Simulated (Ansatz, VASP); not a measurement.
# GaCo in two plane-wave programs, part 2 of 2

Wanted: the spread between two codes on one cell, functional and k mesh. The cell is taken from a series of runs on this material, whose earlier steps may have relaxed, scaled, displaced or heated it; both programs get it as it stands.

VASP 6.6.1 and Ansatz 0.2.0.

So far: Starting point; Ansatz: single point, r2SCAN.

**3. VASP: single point, r2SCAN**

Level of this step: r2SCAN, spin-polarised from a ferromagnetic start; plane waves and PAW (Ga_d, Co) (VASP).

The same cell, functional, mesh and smearing now go to VASP, with its own data sets.

Lines of VASP's logs that name or quote its potential files are left out, and so is its time.

File INCAR:

```
SYSTEM = GaCo
PREC = Accurate
ENCUT = 580
EDIFF = 1E-06
NELM = 200
ISMEAR = -1
SIGMA = 0.1
LREAL = .FALSE.
ALGO = Normal
METAGGA = R2SCAN
LASPH = .TRUE.
NBANDS = 44
ISPIN = 2
MAGMOM = -0.03 -0.03 -0.03 0.54 0.54 0.54
LMAXMIX = 4
LORBIT = 11
LWAVE = .FALSE.
LCHARG = .FALSE.
ISIF = 2
GGA_COMPAT = .FALSE.
LMIXTAU = .TRUE.
KPAR = 2
```

File POSCAR:

```
GaCo
1.0
    2.8780000000      0.0000000000      2.8780000000
    0.0000000000     -2.8780000000     -2.8780000000
    2.8780000000      2.8780000000     -2.8780000000
Ga Co
3 3
Direct
    0.3333333330      0.6666666670      0.1666666670
    0.6666666670      0.3333333330      0.8333333330
    0.0000000000      0.0000000000      0.5000000000
    0.0000000000      0.0000000000      0.0000000000
    0.3333333330      0.6666666670      0.6666666670
    0.6666666670      0.3333333330      0.3333333330
```

File KPOINTS:

```
Automatic mesh
0
Gamma
11 11 8
0 0 0
```

Potentials, in the order of the species: Ga_d and Co (PBE family, release 64).

Started as:

```sh
mpirun -np 2 vasp_std
```

Numbers of over 12 decimals in the logs are rounded to 6 here.

The program printed:

```text
[banner, memory and clock lines left out]
running    2 mpi-ranks, on    1 nodes
 distrk:  each k-point on    1 cores,    2 groups
 distr:  one band on    1 cores,    1 groups

 POSCAR found type information on POSCAR GaCo
 POSCAR found :  2 types and       6 ions
|                                                                             |
|               ----> ADVICE to this user running VASP <----                  |
|                                                                             |
|     You enforced a specific xc type in the INCAR file but a different       |
|     [... a line on the potential file left out ...]
|     I HOPE YOU KNOW WHAT YOU ARE DOING!                                     |
|                                                                             |

 LDA part: xc-table for (None), standard interpolation
 POSCAR, INCAR and KPOINTS ok, starting setup
 FFT: planning ... GRIDC
 FFT: planning ... GRID_SOFT
 FFT: planning ... GRID
 WAVECAR not read
 entering main loop
       N       E                     dE             d eps       ncg     rms          rms(c)
DAV:   1     0.534787685623E+03    0.53479E+03   -0.30885E+04 20392   0.303E+03
DAV:   2     0.776100171411E+01   -0.52703E+03   -0.49582E+03 19360   0.623E+02
DAV:   3    -0.818720950749E+02   -0.89633E+02   -0.85130E+02 20208   0.216E+02
DAV:   4    -0.858932660068E+02   -0.40212E+01   -0.39769E+01 22196   0.506E+01
DAV:   5    -0.860428888072E+02   -0.14962E+00   -0.14949E+00 30120   0.868E+00    0.191E+01
DAV:   6    -0.847940203034E+02    0.12489E+01   -0.61714E+01 21492   0.879E+01    0.252E+01
DAV:   7    -0.750513286696E+02    0.97427E+01   -0.21290E+01 21064   0.582E+01    0.224E+00
DAV:   8    -0.750087348732E+02    0.42594E-01   -0.20260E+00 22800   0.986E+00    0.226E+00
DAV:   9    -0.751765971624E+02   -0.16786E+00   -0.31320E-01 20604   0.544E+00    0.792E-01
DAV:  10    -0.752035785995E+02   -0.26981E-01   -0.35725E-02 25068   0.140E+00    0.443E-01
DAV:  11    -0.752106078489E+02   -0.70292E-02   -0.17723E-02 28068   0.107E+00    0.267E-01
DAV:  12    -0.752120133352E+02   -0.14055E-02   -0.76089E-03 27204   0.665E-01    0.245E-01
DAV:  13    -0.752115899739E+02    0.42336E-03   -0.11731E-03 20720   0.288E-01    0.139E-01
DAV:  14    -0.752120226660E+02   -0.43269E-03   -0.31517E-04 23352   0.175E-01    0.437E-02
DAV:  15    -0.752120805540E+02   -0.57888E-04   -0.89520E-05 23280   0.807E-02    0.146E-02
DAV:  16    -0.752120956009E+02   -0.15047E-04   -0.14571E-05 22468   0.227E-02    0.633E-03
DAV:  17    -0.752121001776E+02   -0.45767E-05   -0.26864E-06 14612   0.157E-02    0.386E-03
DAV:  18    -0.752121048407E+02   -0.46630E-05   -0.61630E-07 11620   0.828E-03    0.140E-03
DAV:  19    -0.752121045636E+02    0.27708E-06   -0.18423E-07 10924   0.314E-03
   1 F= -.75212105E+02 E0= -.75161556E+02  d E =-.101096E+00  mag=     1.2695
```

From OUTCAR (step 3):

```text
ion  position               nearest neighbor table
   1  0.333  0.667  0.167-   6 2.49   6 2.49   4 2.49   5 2.49   5 2.49   4 2.49   4 2.49   6 2.49
                             3 2.88   3 2.88   3 2.88   2 2.88   2 2.88   2 2.88
   2  0.667  0.333  0.833-   5 2.49   5 2.49   4 2.49   6 2.49   6 2.49   4 2.49   4 2.49   5 2.49
                             3 2.88   1 2.88   1 2.88   3 2.88   3 2.88   1 2.88
   3  0.000  0.000  0.500-   5 2.49   6 2.49   4 2.49   4 2.49   6 2.49   5 2.49   6 2.49   5 2.49
                             1 2.88   2 2.88   2 2.88   1 2.88   1 2.88   2 2.88
   4  0.000  0.000  0.000-   1 2.49   2 2.49   3 2.49   3 2.49   2 2.49   1 2.49   2 2.49   1 2.49
                             6 2.88   5 2.88   6 2.88   6 2.88   5 2.88   5 2.88
   5  0.333  0.667  0.667-   2 2.49   2 2.49   3 2.49   1 2.49   1 2.49   3 2.49   3 2.49   2 2.49
                             4 2.88   6 2.88   4 2.88   4 2.88   6 2.88   6 2.88
   6  0.667  0.333  0.333-   1 2.49   1 2.49   3 2.49   2 2.49   2 2.49   3 2.49   3 2.49   1 2.49
                             4 2.88   4 2.88   5 2.88   5 2.88   4 2.88   5 2.88

  LATTYP: Found a hexagonal cell.
 ALAT       =     4.0701066325
 C/A-ratio  =     1.2247448714

 Subroutine GETGRP returns: Found 12 space group operations
 (whereof 12 operations were pure point group operations)

The static configuration has the point symmetry D_3d.

 Found    110 irreducible k-points:

   k-points           NKPTS =    110   k-points in BZ     NKDIM =    110   number of bands    NBANDS=     44

   dimension x,y,z NGX =    32 NGY =   32 NGZ =   40
   dimension x,y,z NGXF=    64 NGYF=   64 NGZF=   80

   ENCUT  =  580.0 eV  42.63 Ry    6.53 a.u.   7.99  7.99  9.79*2*pi/ulx,y,z

   NELECT =      66.0000    total number of electrons

 k-points in reciprocal lattice and weights: Automatic mesh
   0.00000000  0.00000000  0.00000000       0.001
   0.09090909  0.00000000  0.00000000       0.006
   0.18181818  0.00000000  0.00000000       0.006
   0.27272727  0.00000000  0.00000000       0.006
   0.36363636  0.00000000  0.00000000       0.006
   0.45454545  0.00000000  0.00000000       0.006
   0.09090909  0.09090909  0.00000000       0.006
   0.18181818  0.09090909 -0.00000000       0.012
   0.27272727  0.09090909 -0.00000000       0.012
[...]
0.27272727  0.27272727  0.50000000       0.006
   0.36363636  0.27272727  0.50000000       0.006

 average (electrostatic) potential at core
       1 -65.5045       2 -65.5045       3 -65.5043       4 -83.4185       5 -83.4184
       6 -83.4184

 E-fermi :   9.4341

 spin component 1
 k-point     1 :       0.0000    0.0000    0.0000
  band No.  band energies     occupation
    ...
     29       8.5154      0.99990
     30       8.5155      0.99990
     31       8.6265      0.99969
     32       8.6265      0.99969
     33       8.6268      0.99969
     34      12.4290      0.00000
     35      12.4290      0.00000
     36      12.4290      0.00000
     37      12.4290      0.00000
     38      12.7888      0.00000
    ...

 k-point     2 :       0.0909    0.0000    0.0000
  band No.  band energies     occupation
    ...
     29       8.5549      0.99985
     30       8.5754      0.99981
     31       8.5982      0.99977
     32       8.6112      0.99973
     33       8.6683      0.99953
     34      10.9675      0.00000
     35      11.2779      0.00000
     36      12.3340      0.00000
     37      13.3413      0.00000
     38      13.7048      0.00000
    ...

 k-point     3 :       0.1818    0.0000    0.0000
  band No.  band energies     occupation
    ...
     29       8.3612      0.99998
     30       8.4296      0.99996
     31       8.5644      0.99983
     32       8.6682      0.99953
     33       8.9332      0.99337
     34       9.8490      0.01554
     35      10.2757      0.00022
     36      12.1600      0.00000
     37      13.4321      0.00000
     38      14.1816      0.00000
    ...

 k-point     4 :       0.2727    0.0000    0.0000
  band No.  band energies     occupation
    ...
     29       8.2093      1.00000
     30       8.4224      0.99996
     31       8.4876      0.99992
     32       8.6066      0.99975
     33       8.8356      0.99749
     34       9.4370      0.49284
     35       9.4553      0.44717
     36      12.0673      0.00000
     37      12.2245      0.00000
     38      13.9188      0.00000
    ...

 k-point     5 :       0.3636    0.0000    0.0000
  band No.  band energies     occupation
    ...
     30       8.3464      0.99998
     31       8.3753      0.99997
     32       8.3886      0.99997
     33       8.3967      0.99997
     34       8.9233      0.99399
     35       9.6769      0.08113
     36      11.2299      0.00000
     37      11.9763      0.00000
     38      13.1310      0.00000
     39      14.9729      0.00000
    ...

 k-point     6 :       0.4545    0.0000    0.0000
  band No.  band energies     occupation
    ...
     30       8.1722      1.00000
     31       8.1740      1.00000
     32       8.1964      1.00000
     33       8.2850      0.99999
     34       8.7782      0.99858
     35      10.0265      0.00267
     36      10.5139      0.00002
     37      11.8815      0.00000
     38      12.8020      0.00000
     39      15.0412      0.00000
    ...

  Total       -2.1636138     -2.1636138     -2.1636138      0.0001818     -0.0001818     -0.0001818
  in kB      -48.4726424    -48.4726424    -48.4726424      0.0040731     -0.0040731     -0.0040731
  external PRESSURE =     -48.4726424 kB  Pullay stress =       0.0000000 kB

  energy-cutoff  :      580.00
  volume of cell :       71.51
      direct lattice vectors                 reciprocal lattice vectors
     2.878000000  0.000000000  2.878000000     0.231642344 -0.115821172  0.115821172
     0.000000000 -2.878000000 -2.878000000     0.115821172 -0.231642344 -0.115821172
     2.878000000  2.878000000 -2.878000000     0.115821172  0.115821172 -0.115821172

 POSITION                                       TOTAL-FORCE (eV/Angst)
 -----------------------------------------------------------------------------------
      1.43900     -1.43900     -1.43900         0.000000      0.000000      0.000000
      4.31700      1.43900     -1.43900        -0.000000     -0.000000     -0.000000
      1.43900      1.43900     -1.43900        -0.000000     -0.000000     -0.000000
      0.00000      0.00000      0.00000        -0.000000     -0.000000     -0.000000
      2.87800      0.00000     -2.87800         0.000000     -0.000000     -0.000000
      2.87800      0.00000      0.00000        -0.000000     -0.000000     -0.000000
 -----------------------------------------------------------------------------------
    total drift:                               -0.000000     -0.000000      0.000000

  FREE ENERGIE OF THE ION-ELECTRON SYSTEM (eV)
  ---------------------------------------------------
  free  energy   TOTEN  =       -75.2121045636 eV

  energy  without entropy=      -75.1110082549  energy(sigma->0) =      -75.16155641

 total charge
# of ion       s       p       d       tot
------------------------------------------
    1        0.817   0.889  10.056  11.762
    2        0.817   0.889  10.056  11.762
    3        0.817   0.889  10.056  11.762
    4        0.410   0.478   7.499   8.388
    5        0.410   0.478   7.499   8.388
    6        0.410   0.478   7.499   8.388
--------------------------------------------------
tot          3.681   4.103  52.664  60.448

 magnetization (x)
# of ion       s       p       d       tot
------------------------------------------
    1       -0.003  -0.023  -0.015  -0.040
    2       -0.003  -0.023  -0.015  -0.040
    3       -0.003  -0.023  -0.015  -0.040
    4        0.000  -0.018   0.534   0.517
    5        0.000  -0.018   0.534   0.517
    6        0.000  -0.018   0.534   0.517
--------------------------------------------------
tot         -0.007  -0.123   1.560   1.429

[... 6 further parts left out ...]
```

SCAN-type functionals tend to overstate the moments of itinerant magnets.

**4. Side by side**

Known differences besides the potentials themselves: VASP starts from the moments at which Ansatz ended; VASP keeps PBE cores, Ansatz makes them for the functional; the data sets hold 90 valence electrons in Ansatz (on its default PAW (the set named soft_2) files) and 66 in VASP; the cutoff is 500 eV in Ansatz and 580 eV in VASP; site moments are counted in spheres of each program's own size. Total energies have different zeros and are not compared.

The two programs side by side:

```csv
quantity,Ansatz,VASP,difference
total moment (μB),1.29,1.27,+0.02
moment on Co4 (μB),0.54,0.52,+0.02
moment on Co5 (μB),0.54,0.52,+0.02
moment on Co6 (μB),0.54,0.52,+0.02
```

**5. Outcome**

* difference in total moment (single point, r2SCAN): 0.018 μB

**Reading.** The difference in total moment is 0.018 μB (single point, r2SCAN). The data sets hold unlike numbers of valence electrons (90 in Ansatz and 66 in VASP), so part of the differences comes from the potentials. How closely two codes agree says nothing of how well the functional describes the real material.

[Lines on the potential files, build, host, timing and source positions are cut from VASP's logs without a mark.]

[Logs are printed without paths, hosts, clocks, repeated set-up lines and the standing remarks that a program may print on its own settings, such as how far it seeks lower states.]

[Hosts, paths, dates, database ids (printed as entryN), source tags and the programs' standing remarks are cut or masked in the printed files.]
